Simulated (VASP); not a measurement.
Input for VASP

### POSCAR
```
SrCl2
1
    0.0000000000     3.4336860000     3.4647990000
    3.4963120000     0.0000000000     3.4647990000
    3.4963120000     3.4336860000     0.0000000000
Sr Cl
1 2
Direct
  0.0000000000   0.0000000000   0.0000000000
  0.2500000000   0.2500000000   0.2500000000
  0.7386510000   0.7613490000   0.7613490000
```

### INCAR
```
SYSTEM = SrCl2
PREC = Accurate
ENCUT = 400
EDIFF = 1E-6
NELM = 100
ALGO = Normal
LREAL = .FALSE.
LASPH = .TRUE.
ISMEAR = 0
SIGMA = 0.05
GGA = PE
LMAXMIX = 4
LWAVE = .FALSE.
LCHARG = .FALSE.
ISIF = 2
```

KPOINTS:
```
Automatic mesh
0
Gamma
5 5 5
0 0 0
```

POTCAR, in this order: Sr_sv Cl (PBE.64 set). Program: vasp_std.

Question: Write an equivalent input for Ansatz.

Answer: One equivalent input (not run):
Ansatz 0.2 input:
```yaml
crystal:
  lattice:
    - [0.0000000, 3.4336860, 3.4647990]
    - [3.4963120, 0.0000000, 3.4647990]
    - [3.4963120, 3.4336860, 0.0000000]
  atoms:
    - { symbol: Sr, position: [0.0000000, 0.0000000, 0.0000000] }
    - { symbol: Cl, position: [0.2500000, 0.2500000, 0.2500000] }
    - { symbol: Cl, position: [0.7386510, 0.7613490, 0.7613490] }
kpoints:
  mp_grid: { grid: [5, 5, 5] }
hamiltonian:
  xc: pbe
  pseudopotentials: { kind: paw }
scf:
  occupations: { method: gaussian, width: 0.05 }
  max_iter: 100
output: { forces: true, stress: true, eigenvalues: true }
```
Limits of the translation: each code has its own PAW files, so the cut-off isn't converted (ENCUT is set for VASP's; basis.ecutwfc is left out, and Ansatz then takes the one that its files recommend); Ansatz stops its SCF on the density residual and VASP on the energy change (EDIFF).

The compound is SrCl2 in the fluorite structure. The cell was not relaxed at this level, atoms are displaced from their ideal sites.
